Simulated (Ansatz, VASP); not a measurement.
# Sn35GeO72 (amorphous SnO2) in two plane-wave programs, part 2 of 2

Wanted: the spread between two codes on one cell, functional and k mesh. Of the first pair: The structure shown is the start of the Ansatz relaxation below; VASP solves that cell, so the two are compared at the walk's first step.

VASP 6.6.1 and Ansatz 0.2.0.

So far. Step 3 (VASP: single point, PBE, start cell, pair 1): The run ends at a pressure of 1.42 GPa, with forces up to 2.8 eV/Å.

**4. Comparison**

Known differences besides the potentials themselves: the cutoff is 420 eV in Ansatz and 520 eV in VASP (PREC = Accurate, projectors in real space). Total energies have different zeros and are not compared.

Forces on 10 of the 108 atoms, those with the largest forces and the largest differences (eV/Å; atoms numbered as in POSCAR):

```
atom          Ansatz x, y, z            VASP x, y, z
Sn30    -0.157, 0.022, 0.245    -0.179, 0.026, 0.222
Ge36   0.607, -0.157, -0.694   0.611, -0.160, -0.688
 O41   -0.471, 0.607, -1.108   -0.459, 0.624, -1.118
 O47    -0.001, 0.002, 0.005  -0.039, -0.031, -0.040
 O54    -1.959, 0.358, 1.932    -1.943, 0.360, 1.946
 O62   0.033, -0.042, -0.050   0.072, -0.028, -0.113
 O90    1.462, 1.459, -0.179    1.457, 1.489, -0.177
 O94    0.684, -0.269, 0.843    0.687, -0.273, 0.844
 O99    0.003, 0.005, -0.002  -0.077, -0.017, -0.032
O102  -0.464, -2.138, -0.973  -0.446, -2.144, -0.988
```

The forces differ by 20 meV/Å r.m.s., which is 7.6 % of the r.m.s. force of 0.263 eV/Å (both taken over all components). Moments aren't recorded for both runs of this pair, so they may hold unlike magnetic states.

**5. Ansatz: relaxation, PBE**

This run makes the geometry at which the two programs are then compared.

The structure compared here is the end of the Ansatz relaxation.

input.yaml reads:

```yaml
crystal:
  lattice:
    - [11.3429, 0.0, 0.0]
    - [0.0, 11.3429, 0.0]
    - [0.0, 0.0, 11.3429]
  atoms:
    - { symbol: Sn, position: [0.84431, 0.47934, 0.22901] }
    - { symbol: Sn, position: [0.9668, 0.16699, 0.51885] }
    - { symbol: Sn, position: [0.58974, 0.04301, 0.74992] }
    - { symbol: Sn, position: [0.75732, 0.64718, 0.01812] }
[... 2 atom lines left out ...]
    - { symbol: Sn, position: [0.17084, 0.56464, 0.66078] }
    - { symbol: Sn, position: [0.39668, 0.64653, 0.01427] }
    - { symbol: Sn, position: [0.83758, 0.60869, 0.71199] }
[... 1 atom line left out ...]
    - { symbol: Sn, position: [0.73496, 0.33508, 0.6143] }
[... 1 atom line left out ...]
    - { symbol: Sn, position: [0.92262, 0.8852, 0.13594] }
[... 1 atom line left out ...]
    - { symbol: Sn, position: [0.96694, 0.34209, 0.81086] }
[... 3 atom lines left out ...]
    - { symbol: Sn, position: [0.13874, 0.08427, 0.25979] }
[... 9 atom lines left out ...]
    - { symbol: Sn, position: [0.21114, 0.80886, 0.26383] }
    - { symbol: Sn, position: [0.4255, 0.73494, 0.48955] }
    - { symbol: Sn, position: [0.45114, 0.39573, 0.51495] }
[... 3 atom lines left out ...]
    - { symbol: Sn, position: [0.1639, 0.89566, 0.6285] }
    - { symbol: Sn, position: [0.60618, 0.367, 0.10054] }
    - { symbol: O, position: [0.48364, 0.28414, 0.20219] }
[... 1 atom line left out ...]
    - { symbol: O, position: [0.45069, 0.50656, 0.11998] }
    - { symbol: O, position: [0.71454, 0.65178, 0.85084] }
    - { symbol: O, position: [0.51474, 0.3317, 0.94275], spin: 0.6 }
[... 2 atom lines left out ...]
    - { symbol: O, position: [0.78529, 0.48176, 0.53204] }
[... 8 atom lines left out ...]
    - { symbol: O, position: [0.32655, 0.4082, 0.37126] }
    - { symbol: O, position: [0.5649, 0.40427, 0.67232], spin: 0.6 }
    - { symbol: O, position: [0.16835, 0.55482, 0.47922] }
    - { symbol: O, position: [0.11533, 0.40846, 0.72476] }
    - { symbol: O, position: [0.09873, 0.20069, 0.8099] }
[... 3 atom lines left out ...]
    - { symbol: O, position: [0.23803, 0.06765, 0.65376] }
    - { symbol: O, position: [0.44682, 0.80383, 0.9329] }
    - { symbol: O, position: [0.43157, 0.70634, 0.65881] }
    - { symbol: O, position: [0.81827, 0.43893, 0.77116] }
[... 1 atom line left out ...]
    - { symbol: O, position: [0.68809, 0.16506, 0.66018] }
    - { symbol: O, position: [0.4656, 0.08372, 0.055] }
    - { symbol: O, position: [0.67866, 0.65774, 0.63883] }
[... 3 atom lines left out ...]
    - { symbol: O, position: [0.27728, 0.2937, 0.05266] }
[... 1 atom line left out ...]
    - { symbol: O, position: [0.35408, 0.24738, 0.56113] }
    - { symbol: O, position: [0.19335, 0.72972, 0.70163] }
[... 4 atom lines left out ...]
    - { symbol: O, position: [0.23909, 0.58467, 0.95488] }
[... 2 atom lines left out ...]
    - { symbol: O, position: [0.5088, 0.55755, 0.46106] }
[... 1 atom line left out ...]
    - { symbol: O, position: [0.67988, 0.19925, 0.09687] }
[... 4 atom lines left out ...]
    - { symbol: O, position: [0.31358, 0.30989, 0.81885], spin: 0.6 }
[... 3 atom lines left out ...]
    - { symbol: O, position: [0.33542, 0.47276, 0.65101], spin: 0.6 }
    - { symbol: O, position: [0.73773, 0.47371, 0.0577] }
    - { symbol: O, position: [0.59667, 0.29632, 0.47804] }
[... 2 atom lines left out ...]
    - { symbol: O, position: [0.60332, 0.69725, 0.09398] }
[... 2 atom lines left out ...]
    - { symbol: O, position: [0.48406, 0.5826, 0.8685], spin: 0.6 }
[... 1 atom line left out ...]
    - { symbol: O, position: [0.04369, 0.42529, 0.96457] }
[... 1 atom line left out ...]
    - { symbol: O, position: [0.44654, 0.12169, 0.79762] }
[... 1 atom line left out ...]
    - { symbol: O, position: [0.87658, 0.7982, 0.71511] }
magnetization:
  spin_polarized: true
kpoints:
  mp_grid: { grid: [1, 1, 1] }
hamiltonian:
  xc: pbe
  pseudopotentials: { kind: paw, azcp: { folder: soft_1 } }
scf:
  occupations: { method: fermi_dirac, width: 0.025 }
  lower_state_search: "off"
output:
  forces: true
  eigenvalues: true
relax:
  f_tol: 0.05
  max_steps: 90
```

Started as:

```
$ ansatz run input.yaml --threads 4 --pin off --max-ram 15872MiB --backend cpu --events-out ev --progress --plain --runs-dir out
```

Numbers of over 12 decimals in the logs are rounded to 6 here.

The program printed:

```text
[...]
Crystal: 108 atoms, lattice volume = 1459.393 Å³
Basis set: ecut = 420 eV, 28425 PW (Γ), exchange–correlation on 160×160×160 points (8 copies of the dense FFT grid, shifted against one another)
Bands: 578, of which v1, the nominal top of the filled ones, is band 468 counted from 1 (467 counted from 0)
Symmetry: 1 space group operations
[...]
k-points: 1
[...]
Starting moments: Σ|m| = 3.6 μB on 6 of 108 sites
[...]
- { symbol: O, position: [0.980455, 0.133348, 0.339649] }
    - { symbol: O, position: [0.447806, 0.506258, 0.116277] }
    - { symbol: O, position: [0.705510, 0.646386, 0.850406] }
    - { symbol: O, position: [0.516322, 0.335696, 0.934074] }
    - { symbol: O, position: [0.101596, 0.915605, 0.800176] }
    - { symbol: O, position: [0.314873, 0.883776, 0.521326] }
    - { symbol: O, position: [0.784279, 0.483063, 0.539839] }
[...]
- { symbol: O, position: [0.590359, 0.770469, 0.411833] }
    - { symbol: O, position: [0.442631, 0.114429, 0.798802] }
    - { symbol: O, position: [0.820707, 0.815602, 0.998253] }
    - { symbol: O, position: [0.872875, 0.799325, 0.715356] }
```

**6. VASP: single point, PBE, relaxed cell, pair 2**

The same cell, functional, mesh and smearing now go to VASP, with its own data sets.

INCAR reads:

```
SYSTEM = Sn35GeO72
PREC = Accurate
ENCUT = 520
EDIFF = 1E-06
NELM = 200
ISMEAR = -1
SIGMA = 0.025
LREAL = Auto
ALGO = Normal
GGA = PE
NBANDS = 544
ISPIN = 2
MAGMOM = -0 -0 -0 -0 -0 -0 0 -0 -0 -0 0 0 0 -0 -0 -0 -0 0 -0 -0 -0 0 0 -0 -0 -0 -0 0 -0 0 -0 0 -0 0 -0 0 -0 0 0 -0 0 -0 -0 -0 -0 -0 0 0 0 -0 -0 0 -0 0 0 0 -0 0 -0 -0 -0 0 0 0 -0 -0 0 0 -0 0 -0 0 -0 0 0 0 -0 -0 0 -0 -0 -0 0 -0 0 0 0 0 -0 -0 0 -0 0 -0 -0 -0 -0 -0 0 -0 -0 -0 -0 -0 -0 -0 0 0
LORBIT = 11
LWAVE = .FALSE.
LCHARG = .FALSE.
ISIF = 2
LASPH = .TRUE.
GGA_COMPAT = .FALSE.
NCORE = 2
```

POSCAR reads:

```
Sn35GeO72
1.0
   11.3429000000      0.0000000000      0.0000000000
    0.0000000000     11.3429000000      0.0000000000
    0.0000000000      0.0000000000     11.3429000000
Sn Ge O
35 1 72
Direct
    0.8444500000      0.4788400000      0.2303800000
    0.9709400000      0.1700100000      0.5182200000
    0.5886700000      0.0417600000      0.7489000000
    0.7597400000      0.6470300000      0.0148000000
[... 2 atom lines left out ...]
    0.1764400000      0.5658600000      0.6646700000
    0.3872200000      0.6386900000      0.0069100000
    0.8343700000      0.6080600000      0.7112700000
[... 1 atom line left out ...]
    0.7355300000      0.3349600000      0.6218000000
[... 1 atom line left out ...]
    0.2199000000      0.2592600000      0.6771900000
[... 1 atom line left out ...]
    0.3373000000      0.3883700000      0.1938300000
[... 3 atom lines left out ...]
    0.3864700000      0.1961400000      0.9401200000
[... 9 atom lines left out ...]
    0.4258800000      0.7360400000      0.4871700000
    0.4506600000      0.3983300000      0.5211000000
    0.5573200000      0.7212800000      0.7714700000
[... 3 atom lines left out ...]
    0.6067800000      0.3674700000      0.0941800000
    0.4501200000      0.4215600000      0.7974300000
    0.4849000000      0.2842700000      0.1966600000
[... 1 atom line left out ...]
    0.4478100000      0.5062600000      0.1162800000
    0.7055100000      0.6463900000      0.8504100000
    0.5163200000      0.3357000000      0.9340700000
[... 2 atom lines left out ...]
    0.7842800000      0.4830600000      0.5398400000
[... 8 atom lines left out ...]
    0.3285600000      0.4103300000      0.3717900000
    0.5569400000      0.3997400000      0.6854100000
    0.1705200000      0.5561700000      0.4827600000
    0.1185400000      0.4095100000      0.7275000000
    0.1087500000      0.2049000000      0.8158100000
[... 3 atom lines left out ...]
    0.2377500000      0.0696900000      0.6522600000
    0.4474200000      0.7933200000      0.9297200000
    0.4252200000      0.7084300000      0.6567300000
    0.8176000000      0.4370700000      0.7736100000
[... 1 atom line left out ...]
    0.6909400000      0.1641100000      0.6627700000
    0.4669300000      0.0820000000      0.0526800000
    0.6751000000      0.6590900000      0.6387400000
[... 3 atom lines left out ...]
    0.2781300000      0.2948100000      0.0494700000
[... 1 atom line left out ...]
    0.3549600000      0.2480600000      0.5599900000
    0.1898100000      0.7321600000      0.7061500000
[... 4 atom lines left out ...]
    0.2286400000      0.5862600000      0.9471000000
[... 2 atom lines left out ...]
    0.5095200000      0.5579000000      0.4638700000
[... 1 atom line left out ...]
    0.6778400000      0.1995300000      0.0912300000
[... 4 atom lines left out ...]
    0.3277400000      0.3178200000      0.8155600000
[... 3 atom lines left out ...]
    0.3390600000      0.4718400000      0.6561400000
    0.7406200000      0.4733100000      0.0575400000
    0.5991000000      0.3008700000      0.4861500000
[... 2 atom lines left out ...]
    0.6080000000      0.6949100000      0.0944000000
[... 2 atom lines left out ...]
    0.4689500000      0.5675400000      0.8588600000
[... 1 atom line left out ...]
    0.0401600000      0.4260600000      0.9660500000
[... 1 atom line left out ...]
    0.4426300000      0.1144300000      0.7988000000
[... 1 atom line left out ...]
    0.8728700000      0.7993300000      0.7153600000
```

KPOINTS reads:

```
Automatic mesh
0
Gamma
1 1 1
0 0 0
```

PAW data sets: Sn_d, Ge_d and O (PBE family, release 64).

Started as:

```
$ mpirun -np 8 vasp_gam
```

The program printed:

```text
[... set-up lines as in an earlier step ...]
 entering main loop
       N       E                     dE             d eps       ncg     rms          rms(c)
DAV:   1     0.273805842644E+05    0.27381E+05   -0.35991E+05  2176   0.312E+03
DAV:   2     0.629876705375E+04   -0.21082E+05   -0.20278E+05  2176   0.972E+02
DAV:   3     0.234630850962E+03   -0.60641E+04   -0.56996E+04  2288   0.386E+02
DAV:   4    -0.709094599038E+03   -0.94373E+03   -0.91818E+03  2512   0.160E+02
[...]
DAV:  17    -0.646346052992E+03   -0.87104E-05   -0.46458E-05  2752   0.198E-02    0.767E-03
DAV:  18    -0.646346053825E+03   -0.83266E-06   -0.20121E-05  2640   0.109E-02    0.493E-03
DAV:  19    -0.646346053173E+03    0.65188E-06   -0.12278E-06  1408   0.629E-03
   1 F= -.64634605E+03 E0= -.64634443E+03  d E =-.325011E-02  mag=    -0.0000
```

OUTCAR, selected parts (step 6):

```text
  Total        4.7539706     13.0109083     24.1968272     15.5332160      1.2464480     -2.4367651
  in kB        5.2190897     14.2838700     26.5641971     17.0529554      1.3683981     -2.6751734
  external PRESSURE =      15.3557190 kB  Pullay stress =       0.0000000 kB

  FREE ENERGIE OF THE ION-ELECTRON SYSTEM (eV)
  ---------------------------------------------------
  free  energy   TOTEN  =      -646.3460531733 eV

  energy  without entropy=     -646.3428030594  energy(sigma->0) =     -646.34442812

 magnetization (x)
# of ion       s       p       d       tot
------------------------------------------
    1        0.000   0.000   0.000   0.000
    2        0.000   0.000   0.000   0.000
    3        0.000  -0.000  -0.000  -0.000
    4       -0.000  -0.000  -0.000  -0.000
    5        0.000  -0.000  -0.000  -0.000
    6        0.000  -0.000  -0.000  -0.000
    7       -0.000  -0.000   0.000  -0.000
    8        0.000  -0.000  -0.000  -0.000
    9       -0.000  -0.000   0.000  -0.000
   10       -0.000  -0.000   0.000   0.000
   11        0.000   0.000  -0.000   0.000
   12        0.000   0.000   0.000   0.000
   13       -0.000  -0.000  -0.000  -0.000
[...]
--------------------------------------------------
tot          0.000   0.000  -0.000   0.000

[... 1 part as in an earlier step ...]

[... 2 further parts left out ...]
[key lines of the parts left out:]
E-fermi :   5.0870
```

The run ends at a pressure of 1.54 GPa, with forces up to 0.082 eV/Å.

**7. Differences**

Forces on 7 of the 108 atoms, those with the largest forces and the largest differences (eV/Å; atoms numbered as in POSCAR):

```
atom         Ansatz x, y, z            VASP x, y, z
Sn31   0.009, -0.013, 0.000   -0.003, -0.047, 0.063
 O47   -0.001, 0.000, 0.003  -0.038, -0.036, -0.038
 O63  -0.004, 0.003, -0.006   -0.056, -0.016, 0.028
 O88   0.002, -0.001, 0.002    0.048, -0.017, 0.038
 O97  -0.002, -0.004, 0.001   -0.059, -0.016, 0.012
 O99    0.000, 0.007, 0.005  -0.078, -0.014, -0.021
O100   0.009, -0.007, 0.013   -0.009, -0.012, 0.062
```

The forces differ by 20 meV/Å r.m.s., which is 93.0 % of the r.m.s. force of 0.022 eV/Å (both taken over all components).

**8. Results**

| Quantity | Value |
| --- | --- |
| r.m.s. force difference (single point, PBE, start cell, pair 1) | 7.6 % of the r.m.s. force |
| r.m.s. force difference (single point, PBE, relaxed cell, pair 2) | 20 meV/Å |

What this shows: The r.m.s. force difference is 7.6 % of the r.m.s. force (single point, PBE, start cell, pair 1), beyond the 3 % picked in this series as the mark of a large difference. What causes the difference of the single point, PBE, start cell, pair 1 pair stays open here. What causes the difference of the single point, PBE, relaxed cell, pair 2 pair stays open here. Such differences can come from data sets, numerical settings and the points named under the comparisons, not from the functional's error against experiment.

[Lines on the potential files, build, host, timing and source positions are cut from VASP's logs without a mark.]

[Logs are printed without paths, hosts, clocks, repeated set-up lines and the standing remarks that a program may print on its own settings, such as how far it seeks lower states.]

[Hosts, paths, dates, database ids (printed as entryN), source tags and the programs' standing remarks are cut or masked in the printed files.]
